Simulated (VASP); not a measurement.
Output of a VASP run:

**OSZICAR**
```
       N       E                     dE             d eps       ncg     rms          rms(c)
DAV:   1     0.294473858757E+02    0.29447E+02   -0.45204E+03  2184   0.834E+02
DAV:   2    -0.647217415281E+01   -0.35920E+02   -0.34978E+02  2332   0.172E+02
DAV:   3    -0.677206753612E+01   -0.29989E+00   -0.29963E+00  2438   0.179E+01
DAV:   4    -0.677377037282E+01   -0.17028E-02   -0.17027E-02  2377   0.129E+00
DAV:   5    -0.677379343389E+01   -0.23061E-04   -0.23060E-04  2506   0.133E-01    0.891E+00
DAV:   6    -0.646621818522E+01    0.30758E+00   -0.13245E+00  2218   0.108E+01    0.426E+00
DAV:   7    -0.644734470998E+01    0.18873E-01   -0.17302E-02  2541   0.107E+00    0.213E+00
DAV:   8    -0.644145864275E+01    0.58861E-02   -0.17798E-03  2276   0.433E-01    0.823E-02
DAV:   9    -0.644146271754E+01   -0.40748E-05   -0.12837E-05  2922   0.404E-02    0.257E-02
DAV:  10    -0.644146503045E+01   -0.23129E-05   -0.16798E-06  2350   0.118E-02    0.178E-03
DAV:  11    -0.644146502471E+01    0.57379E-08   -0.24596E-08  2647   0.136E-03
   1 F= -.64414650E+01 E0= -.64414432E+01  d E =-.644147E+01
```

File OUTCAR:
```
------------------------ aborting loop because EDIFF is reached ----------------------------------------
  FORCE on cell =-STRESS in cart. coord.  units (eV):
  Direction    XX          YY          ZZ          XY          YZ          ZX
  --------------------------------------------------------------------------------------
  Total       -0.0016516     -0.0016516     -0.0016516      0.0000000      0.0000000      0.0000000
  in kB       -0.1861115     -0.1861115     -0.1861115      0.0000000      0.0000000      0.0000000
  external PRESSURE =      -0.1861115 kB  Pullay stress =       0.0000000 kB
  volume of cell :       14.22
      direct lattice vectors                 reciprocal lattice vectors
    -1.526138699  1.526138699  1.526138699     0.000000000  0.327624220  0.327624220
     1.526138699 -1.526138699  1.526138699     0.327624220  0.000000000  0.327624220
     1.526138699  1.526138699 -1.526138699     0.327624220  0.327624220  0.000000000
 POSITION                                       TOTAL-FORCE (eV/Angst)
 -----------------------------------------------------------------------------------
      0.00000      0.00000      0.00000         0.000000     -0.000000      0.000000
 -----------------------------------------------------------------------------------
    total drift:                                0.000000     -0.000000      0.000000
  FREE ENERGIE OF THE ION-ELECTRON SYSTEM (eV)
  ---------------------------------------------------
  free  energy   TOTEN  =        -6.4414650247 eV

  energy  without entropy=       -6.4413996066  energy(sigma->0) =       -6.44144322

 reached required accuracy - stopping structural energy minimisation
```
(Selected blocks of OUTCAR.)

File POSCAR:
```
Pd
1
   -1.5261386986     1.5261386986     1.5261386986
    1.5261386986    -1.5261386986     1.5261386986
    1.5261386986     1.5261386986    -1.5261386986
Pd
1
Direct
  0.0000000000   0.0000000000   0.0000000000
```

Reconstruct the remaining input files.

Several could match; the one computed here: the input of the run itself, LDA (Ceperley-Alder, Perdew-Zunger), plane waves, VASP's LDA PAW potentials (set 64).

### KPOINTS
```
Automatic mesh
0
Gamma
15 15 15
0 0 0
```

### INCAR
```
ALGO = Normal
EDIFF = 1E-8
EDIFFG = -0.001
ENCUT = 400
IBRION = 1
ISIF = 2
ISMEAR = 1
LASPH = .TRUE.
LCHARG = .FALSE.
LMAXMIX = 4
LREAL = .FALSE.
LWAVE = .FALSE.
NELM = 100
NSW = 30
PREC = Accurate
SIGMA = 0.1
SYSTEM = Pd
```

POTCAR, in this order: Pd (LDA.64 set). Program: vasp_std.

The structure comes from a computed database's Pd entry (Im-3m); how it stands against other phases isn't given here. It was relaxed first, which changed the volume by -9 %. The start is the result of an earlier pass.
